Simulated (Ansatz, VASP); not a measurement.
# Cross-check of TaN (TaN strained to the junction's net) between VASP and Ansatz

Aim: how closely do two programs agree when they are given the same cell, functional and k mesh? The cell is generated by rule, not measured, and may not be a known phase. The structure shown is the end of the Ansatz relaxation below.

Program: Ansatz 0.2.0. Level of theory: plane waves, with VASP 6.6.1 beside it; single point at PBE. Results are calculated unless marked as measured.

### Step 1. Starting point

Symmetry: Fm-3m, No. 225, cubic system. Conventional cell: a = 4.416 Å, b = 4.416 Å, c = 4.416 Å, α = 90.00°, β = 90.00°, γ = 90.00°. Nearest to Ta lie 6 N at 2.21 Å. N has 6 Ta at 2.21 Å nearest. Farther neighbours and most contacts between anions are not listed. That group holds within 0.01 Å; judged at 0.001 Å it is R-3m (No. 166).

Coordinates:

```cif
data_structure
_symmetry_space_group_name_H-M 'Fm-3m'
_symmetry_Int_Tables_number 225
_cell_length_a 4.4163
_cell_length_b 4.4163
_cell_length_c 4.4163
_cell_angle_alpha 90.000
_cell_angle_beta 90.000
_cell_angle_gamma 90.000
_cell_volume 86.13
loop_
_atom_site_label
_atom_site_type_symbol
_atom_site_symmetry_multiplicity
_atom_site_Wyckoff_symbol
_atom_site_fract_x
_atom_site_fract_y
_atom_site_fract_z
_atom_site_occupancy
Ta1 Ta 4 a 0.00000 0.00000 0.00000 1
N1 N 4 b 0.00000 0.00000 0.50000 1
```

### Step 2. Ansatz: relaxation, PBE

Ansatz runs on its default PAW (the set named soft_2) files.

This run makes the geometry at which the two programs are then compared.

Input file input.yaml:

```yaml
crystal:
  lattice:
    - [3.125, 0.0, 0.0]
    - [-1.5625, 2.7063293868, 0.0]
    - [0.0, 0.0, 7.6563709557]
  atoms:
    - { symbol: Ta, position: [0.0, 0.0, 0.0] }
    - { symbol: "N", position: [0.3333333333, 0.6666666667, 0.1666666667] }
    - { symbol: Ta, position: [0.6666666667, 0.3333333333, 0.3333333333] }
    - { symbol: "N", position: [0.0, 0.0, 0.5] }
    - { symbol: Ta, position: [0.3333333333, 0.6666666667, 0.6666666667] }
    - { symbol: "N", position: [0.6666666667, 0.3333333333, 0.8333333333] }
kpoints:
  mp_grid: { grid: [12, 12, 4] }
scf:
  occupations: { method: fermi_dirac, width: 0.1 }
  max_iter: 150
hamiltonian:
  xc: pbe
relax:
  f_tol: 0.01
  max_steps: 40
  cell: { fix: [a, b, angles] }
```

Launch:

```
$ ansatz run input.yaml --threads 8 --pin off --max-ram 20480MiB --backend cpu --events-out ev --progress --plain --runs-dir out
```

Numbers of over 12 decimals in the logs are rounded to 6 here.

Output:

```text
Engine: ansatz 0.2.0, aarch64-unknown-linux-gnu
Pseudopotentials: kind: paw
Pseudopotential: Ta, paw, valence charge 13, recommended cutoff 420 eV (normal), Ta.paw.azcp
Pseudopotential: N, paw, valence charge 5, recommended cutoff 420 eV (normal), N.paw.azcp
Functional definition: PBE
  parameter kappa = 0.804
  parameter beta = 0.066725
  exchange = pbe_x(kappa = kappa, mu = beta*pi^2/3)
  correlation = pbe_c(beta = beta)
Crystal: 6 atoms, lattice volume = 64.752 Å³
Basis set: ecut = 420 eV, 1249 PW (Γ), exchange–correlation on 48×48×108 points (8 copies of the dense FFT grid, shifted against one another)
Bands: 33, of which v1, the nominal top of the filled ones, is band 27 counted from 1 (26 counted from 0)
Symmetry: 36 space group operations
Space group: R-3m (ITA 166), of the structure as read, at distance tolerance 4.0e-5 Å
k-points: 69 of 576
Non-local potential: Ta, projectors of the file, l = 0: 3, l = 1: 2, l = 2: 2, l = 3: 1
Non-local potential: N, projectors of the file, l = 0: 2, l = 1: 2, l = 2: 1
PAW form: soft (Blöchl's): semilocal exchange-correlation on the pseudo side does not see the compensation charge
PAW one-centre angular grid: Ta, 590 points (default); XC on 64 Gauss nodes
PAW one-centre angular grid: N, 110 points (default); XC on 64 Gauss nodes
Initial density: superposition of atomic densities (neutral atoms: chi_scale 0, normalization atom), corrected by the library's trained network
Initial wavefunctions: pseudopotential atomic-orbital guess
Functional: x = pbe(κ = 0.804, μ = 0.219515), c = pbe(β = 0.066725)
SCF iter   1: F=—  HF=-30953.796627 eV  |F-HF|=—  |Δ(HF+E_count)|=         —  Δρ=1.76e-3  dr2=9.64e-4  ethr=1.77e-3  ⟨swp⟩=5.5  Hψ=20017  notcnv=0  defer=12
automatic band count: the SCF goes on with 39 bands, as 33 were too few: the levels above may hold too much charge
preconditioner: auto → Kerker (q_TF=auto, 2.647 Å⁻¹)  [metal: Δε(μ)=0.038 eV  Ē_g=10.864 eV  σ=0.100 eV  W_gap=0.09  n_scr=24 (ndim 8)  ℏωp=25.3 eV  f_vac=0.000  D(μ)=2.42/eV (n_scr^D=24)]
SCF iter   2: F=—  HF=-30953.796590 eV  |F-HF|=—  |Δ(HF+E_count)|=   3.73e-5  Δρ=9.58e-4  dr2=2.17e-4  ethr=1.79e-6  ⟨swp⟩=2.1  Hψ=5111  notcnv=0  defer=11
SCF iter   3: F=—  HF=-30953.796950 eV  |F-HF|=—  |Δ(HF+E_count)|=   3.60e-4  Δρ=1.79e-4  dr2=1.54e-5  ethr=4.01e-7  ⟨swp⟩=2.0  Hψ=3438  notcnv=0  defer=11
SCF iter   4: F=—  HF=-30953.796990 eV  |F-HF|=—  |Δ(HF+E_count)|=   4.05e-5  Δρ=5.21e-5  dr2=1.12e-6  ethr=2.85e-8  ⟨swp⟩=2.3  Hψ=3463  notcnv=0  defer=11
iter 5 did not close the SCF: its close was put off for the readings that it lacked (scf_convergence_deferred on its scf_iter line)
SCF iter   5: F=-30953.796990 eV  HF=-30953.796990 eV  |F-HF|=8.73e-9  |Δ(HF+E_count)|=   2.25e-7  Δρ=6.37e-6  dr2=1.29e-8  ethr=2.07e-9  ⟨swp⟩=3.0  Hψ=4742  notcnv=0  defer=11
SCF iter   6: F=-30953.796990 eV  HF=-30953.796990 eV  |F-HF|=1.56e-10  |Δ(HF+E_count)|=   1.07e-8  Δρ=1.04e-6  dr2=2.74e-10  ethr=2.39e-11  ⟨swp⟩=2.0  Hψ=7700  notcnv=0
SCF 1 converged in 6 iterations: F = -30953.796990 eV  dr2 = 2.74e-10
  greatest PAW one-centre occupation: 0.999 electrons in one spin orbital (limit 2), on the Ta atom at site 4 (counted from 0), in its partial waves of l = 0
relax step   1: F+E_penalty+E_count = -30953.79699038 eV  Δ(F+E_penalty+E_count) = +0.000e0 eV  max|allowed force component| = 1.579e-26 eV/Å  Δτ_max = 0.0000 Å  P = -0.510 GPa  Ω = 64.752 Å³  fix = [a, b, alpha, beta, gamma]  reactions: a -0.257, b -0.257 GPa  (6 SCF iters, dr2 threshold 1.00e-7 eV, accepted)
[...]
relax step   2: F+E_penalty+E_count = -30953.79806828 eV  Δ(F+E_penalty+E_count) = -1.078e-3 eV  max|allowed force component| = 1.672e-27 eV/Å  Δτ_max = 0.0000 Å  P = +0.596 GPa  Ω = 64.537 Å³  energy of the carried Pulay correction = +6.702e-4 eV  fix = [a, b, alpha, beta, gamma]  reactions: a +0.687, b +0.687 GPa  (6 SCF iters, dr2 threshold 6.00e-7 eV, accepted)
[...]
relax step   3: F+E_penalty+E_count = -30953.79795373 eV  Δ(F+E_penalty+E_count) = +1.146e-4 eV  max|allowed force component| = 1.135e-26 eV/Å  Δτ_max = 0.0000 Å  P = +0.273 GPa  Ω = 64.600 Å³  energy of the carried Pulay correction = +4.756e-4 eV  fix = [a, b, alpha, beta, gamma]  reactions: a +0.412, b +0.412 GPa  (6 SCF iters, dr2 threshold 4.32e-7 eV, accepted)
[...]
relax step   4: F+E_penalty+E_count = -30953.79757632 eV  Δ(F+E_penalty+E_count) = +3.774e-4 eV  max|allowed force component| = 3.125e-28 eV/Å  Δτ_max = 0.0000 Å  P = +0.262 GPa  Ω = 64.600 Å³  fix = [a, b, alpha, beta, gamma]  reactions: a +0.406, b +0.406 GPa  stress off target by 2.43e-2 GPa on what of the cell is left free  SCF on the basis re-selected at this cell (its energy is not comparable with the rows above)  (8 SCF iters)
basis re-selected at this cell: Δ(F+E_penalty+E_count) = +3.774e-4 eV, ΔP = -0.011 GPa vs the last step (what re-selecting the basis moved, of the pressure what is left beyond the Pulay correction that the steps carried, after the strain that the cell walked since its last selection, with what the two solves' SCF thresholds leave and, on support functions, any second-order correction that the steps lacked; it is no m [...]
SCF converged after 8 iterations
Free energy (F): -30953.797576 eV
Harris-Foulkes:  -30953.797576 eV  (|F-HF|=3.64e-12)
Internal energy: -30953.717320 eV  (E = F + TS)
E sigma→0 (E₀):  -30953.757448 eV
Entropy (-TS):   -0.080257 eV (-13.376 meV/atom)
Fermi energy:    21.404148 eV
--- Per-component energies (eV) ---
  E_band       = -146.753418
  E_kinetic    = 1501.407393
  E_local      = -1775.215387  (includes V_loc(G=0)·N_el)
  E_nonlocal   = 179.489284
  E_hartree    = 596.340433
  E_xc         = -839.914233
  E_vxc        = -847.326766  (∫ρ·V_xc dr)
  E_paw        = -25572.698512  (= ΣΔE_a)
  E_vpaw       = -397.789273  (= ΣTr[D̂ρ^β])
  E_aug_tail   = 0.000466  (compensation charges beyond the density's cutoff)
  E_ewald      = -5043.126764
  E_smearing   = -0.080257  (= −TS)
  E_closure    = 0.000000  (closes the sum)
  Σ components = -30953.797576   (vs F -30953.797576, Δ=0.00e0)
--- Forces (eV/Å), atoms counted from 1 ---
  atom   1  Ta     0.00000000     0.00000000     0.00000000
  atom   2  N      0.00000000     0.00000000     0.00000000
  atom   3  Ta    -0.00000000    -0.00000000    -0.00000000
  atom   4  N      0.00000000     0.00000000     0.00000000
  atom   5  Ta     0.00000000     0.00000000     0.00000000
  atom   6  N     -0.00000000    -0.00000000     0.00000000
  max |Σ_I F_I| component: 1.15e-28 eV/Å
--- Stress (GPa, compression-positive) ---
        0.405565      -0.000000       0.000000
       -0.000000       0.405565      -0.000000
       -0.000000      -0.000000      -0.024332
  P = ⅓ Tr σ = 0.2623 GPa (2.623 kbar)
--- Relaxed structure (3 steps of the walk, 3 accepted, 1 SCFs on fresh bases) ---
  F+E_penalty+E_count = -30953.79757632 eV   max|allowed force component| = 3.125e-28 eV/Å   (the final SCF, on the basis selected at the relaxed cell)
  cell:  # Å, volume = 64.5995 Å³
    - [3.125000, 0, 0]
    - [-1.562500, 2.706329, 0]
    - [0, 0, 7.638333]
  atoms:
    - { symbol: Ta, position: [0, 0, 0] }
    - { symbol: N, position: [0.333333, 0.666667, 0.166667] }
    - { symbol: Ta, position: [0.666667, 0.333333, 0.333333] }
    - { symbol: N, position: [0, 0, 0.5] }
    - { symbol: Ta, position: [0.333333, 0.666667, 0.666667] }
    - { symbol: N, position: [0.666667, 0.333333, 0.833333] }
```

In the SCF lines HF is the Harris–Foulkes energy and dr2 the Hartree energy of the density residual, in eV; the loop may stop once dr2 is under the threshold and the program's other checks hold. Hψ counts applications of the Hamiltonian.

### Step 3. VASP: single point, PBE

The same cell, functional, mesh and smearing now go to VASP, with its own data sets and cutoff.

Lines of VASP's logs that name or quote its potential files are left out, and so is its time.

Input file INCAR:

```
SYSTEM = TaN
PREC = Accurate
ENCUT = 520
EDIFF = 1E-06
NELM = 100
ISMEAR = -1
SIGMA = 0.1
LREAL = .FALSE.
ALGO = Normal
GGA = PE
NBANDS = 30
LASPH = .TRUE.
LORBIT = 11
LWAVE = .FALSE.
LCHARG = .FALSE.
KPAR = 4
ISIF = 2
```

Input file POSCAR:

```
TaN
1.0
    3.1250000000      0.0000000000      0.0000000000
   -1.5625000000      2.7063293868      0.0000000000
    0.0000000000      0.0000000000      7.6383332453
Ta N
3 3
Direct
    0.0000000000      0.0000000000      0.0000000000
    0.6666666667      0.3333333333      0.3333333333
    0.3333333333      0.6666666667      0.6666666667
    0.3333333333      0.6666666667      0.1666666667
    0.0000000000      0.0000000000      0.5000000000
    0.6666666667      0.3333333333      0.8333333333
```

Input file KPOINTS:

```
Automatic mesh
0
Gamma
12 12 4
0 0 0
```

Potentials, in the order of the species: Ta_pv and N (PBE family, release 64).

Launch:

```
$ mpirun -np 4 vasp_std
```

Output:

```text
[banner, memory and clock lines left out]
running    4 mpi-ranks, on    1 nodes
 distrk:  each k-point on    1 cores,    4 groups
 distr:  one band on    1 cores,    1 groups

 POSCAR found type information on POSCAR TaN
 POSCAR found :  2 types and       6 ions
 LDA part: xc-table for (Slater+PW92), standard interpolation
 POSCAR, INCAR and KPOINTS ok, starting setup
 FFT: planning ... GRIDC
 FFT: planning ... GRID_SOFT
 FFT: planning ... GRID
 WAVECAR not read
 entering main loop
       N       E                     dE             d eps       ncg     rms          rms(c)
DAV:   1     0.450854287595E+03    0.45085E+03   -0.26498E+04  4156   0.169E+03
DAV:   2    -0.455822774131E+02   -0.49644E+03   -0.48061E+03  4850   0.484E+02
DAV:   3    -0.738731177834E+02   -0.28291E+02   -0.27438E+02  5166   0.107E+02
DAV:   4    -0.745950945774E+02   -0.72198E+00   -0.69997E+00  5412   0.151E+01
DAV:   5    -0.746119702728E+02   -0.16876E-01   -0.16756E-01  5276   0.171E+00    0.407E+01
DAV:   6    -0.657965850350E+02    0.88154E+01   -0.52731E+01  5160   0.394E+01    0.183E+01
DAV:   7    -0.655842133988E+02    0.21237E+00   -0.25068E+00  4918   0.863E+00    0.925E+00
DAV:   8    -0.655361466508E+02    0.48067E-01   -0.26098E-01  5042   0.333E+00    0.771E-01
DAV:   9    -0.655251122445E+02    0.11034E-01   -0.60453E-02  5092   0.115E+00    0.216E-01
DAV:  10    -0.655252117966E+02   -0.99552E-04   -0.55919E-03  5198   0.542E-01    0.110E-01
DAV:  11    -0.655249221731E+02    0.28962E-03   -0.96316E-04  5170   0.167E-01    0.273E-02
DAV:  12    -0.655249159505E+02    0.62226E-05   -0.15170E-04  6010   0.630E-02    0.658E-03
DAV:  13    -0.655249151009E+02    0.84957E-06   -0.73022E-06  4774   0.148E-02
   1 F= -.65524915E+02 E0= -.65484710E+02  d E =-.804093E-01
```

Parts of OUTCAR (step 3):

```text
ion  position               nearest neighbor table
   1  0.000  0.000  0.000-   4 2.21   6 2.21   4 2.21   6 2.21   6 2.21   4 2.21   2 3.12   3 3.12
                             3 3.12   2 3.12   3 3.12   2 3.12
   2  0.667  0.333  0.333-   4 2.21   4 2.21   5 2.21   4 2.21   5 2.21   5 2.21   1 3.12   1 3.12
                             1 3.12   3 3.12   3 3.12   3 3.12
   3  0.333  0.667  0.667-   6 2.21   6 2.21   5 2.21   6 2.21   5 2.21   5 2.21   1 3.12   1 3.12
                             1 3.12   2 3.12   2 3.12   2 3.12
   4  0.333  0.667  0.167-   2 2.21   2 2.21   1 2.21   2 2.21   1 2.21   1 2.21
   5  0.000  0.000  0.500-   2 2.21   3 2.21   3 2.21   2 2.21   2 2.21   3 2.21
   6  0.667  0.333  0.833-   3 2.21   3 2.21   1 2.21   3 2.21   1 2.21   1 2.21

  LATTYP: Found a hexagonal cell.
 ALAT       =     3.1250000000
 C/A-ratio  =     2.4442666385

 Subroutine GETGRP returns: Found 12 space group operations
 (whereof 12 operations were pure point group operations)

The static configuration has the point symmetry D_3d.

 Found     69 irreducible k-points:

   k-points           NKPTS =     69   k-points in BZ     NKDIM =     69   number of bands    NBANDS=     30

   dimension x,y,z NGX =    24 NGY =   24 NGZ =   60
   dimension x,y,z NGXF=    48 NGYF=   48 NGZF=  120

   ENCUT  =  520.0 eV  38.22 Ry    6.18 a.u.   5.81  5.81 14.20*2*pi/ulx,y,z

   NELECT =      48.0000    total number of electrons

 k-points in reciprocal lattice and weights: Automatic mesh
   0.00000000  0.00000000  0.00000000       0.002
   0.08333333  0.00000000  0.00000000       0.010
   0.16666667  0.00000000  0.00000000       0.010
   0.25000000  0.00000000  0.00000000       0.010
   0.33333333  0.00000000  0.00000000       0.010
   0.41666667  0.00000000  0.00000000       0.010
   0.50000000  0.00000000  0.00000000       0.005
   0.08333333  0.08333333  0.00000000       0.010
   0.16666667  0.08333333  0.00000000       0.021
[...]
0.33333333  0.25000000  0.50000000       0.021
   0.33333333  0.33333333  0.50000000       0.003

 average (electrostatic) potential at core
       1 -35.0028       2 -35.0028       3 -35.0028       4 -61.3731       5 -61.3731
       6 -61.3731

 E-fermi :   9.3913

 k-point     1 :       0.0000    0.0000    0.0000
  band No.  band energies     occupation
    ...
     24       7.3540      2.00000
     25       9.4564      0.68550
     26       9.4564      0.68550
     27       9.4651      0.64698
     28       9.4651      0.64697
     29      10.0097      0.00412
     30      10.0097      0.00412

 k-point     2 :       0.0833    0.0000    0.0000
  band No.  band energies     occupation
    ...
     22       7.3661      2.00000
     23       7.6949      2.00000
     24       7.7327      2.00000
     25       8.5542      1.99954
     26       9.2191      1.69683
     27       9.6019      0.21711
     28       9.8120      0.02935
     29      10.1899      0.00068
     30      10.5206      0.00002

 k-point     3 :       0.1667    0.0000    0.0000
  band No.  band energies     occupation
    ...
     22       7.4093      2.00000
     23       7.4229      2.00000
     24       8.4419      1.99985
     25       8.4488      1.99984
     26       9.4796      0.58529
     27       9.5148      0.45070
     28      10.7028      0.00000
     29      11.3331      0.00000
     30      11.3627      0.00000

  Total        0.4738766      0.4738766      0.3004830      0.0000000     -0.0000000     -0.0000000
  in kB       11.7529414     11.7529414      7.4524859      0.0000000     -0.0000000     -0.0000000
  external PRESSURE =      10.3194563 kB  Pullay stress =       0.0000000 kB

  energy-cutoff  :      520.00
  volume of cell :       64.60
      direct lattice vectors                 reciprocal lattice vectors
     3.125000000  0.000000000  0.000000000     0.320000000  0.184752086  0.000000000
    -1.562500000  2.706329387  0.000000000     0.000000000  0.369504172  0.000000000
     0.000000000  0.000000000  7.638333245     0.000000000  0.000000000  0.130918614

 POSITION                                       TOTAL-FORCE (eV/Angst)
 -----------------------------------------------------------------------------------
      0.00000      0.00000      0.00000        -0.000000     -0.000000     -0.000000
      1.56250      0.90211      2.54611         0.000000     -0.000000      0.000000
     -0.00000      1.80422      5.09222         0.000000     -0.000000     -0.000000
     -0.00000      1.80422      1.27306         0.000000     -0.000000     -0.000000
      0.00000      0.00000      3.81917        -0.000000     -0.000000     -0.000000
      1.56250      0.90211      6.36528        -0.000000      0.000000     -0.000000
 -----------------------------------------------------------------------------------
    total drift:                                0.000000      0.000000     -0.000000

  FREE ENERGIE OF THE ION-ELECTRON SYSTEM (eV)
  ---------------------------------------------------
  free  energy   TOTEN  =       -65.5249151009 eV

  energy  without entropy=      -65.4445057798  energy(sigma->0) =      -65.48471044

 total charge
# of ion       s       p       d       tot
------------------------------------------
    1        0.270   6.214   2.433   8.917
    2        0.270   6.214   2.433   8.917
    3        0.270   6.214   2.433   8.917
    4        1.228   2.531   0.000   3.760
    5        1.228   2.531   0.000   3.760
    6        1.228   2.531   0.000   3.760
--------------------------------------------------
tot          4.496  26.236   7.298  38.030

[... 3 further parts left out ...]
```

The run ends at a pressure of 1.03 GPa.

### Step 4. Differences

Known differences besides the PAW data sets themselves: the data sets hold 54 valence electrons in Ansatz (default PAW (the set named soft_2) files) and 48 in VASP; the cutoff is 420 eV in Ansatz and 520 eV in VASP; Ansatz's pressure holds a Pulay correction, VASP's none. Total energies have different zeros and are not compared.

Compared:

```
      quantity  Ansatz  VASP  difference
pressure (GPa)    0.26  1.03       -0.77
```

### Step 5. Summary of results

```json
{"difference in pressure (single point, PBE)": "-0.77 GPa"}
```

The difference in pressure is -0.77 GPa (single point, PBE), within the 1 GPa picked in this series as the mark of a large difference. Differences of this kind measure data sets and numerical settings, not the functional's error against experiment.

[Lines on the potential files, build, host, timing and source positions are cut from VASP's logs without a mark.]

[Logs are printed without paths, hosts, clocks, repeated set-up lines and the standing remarks that a program may print on its own settings, such as how far it seeks lower states.]

[Hosts, paths, dates, database ids (printed as entryN), source tags and the programs' standing remarks are cut or masked in the printed files.]
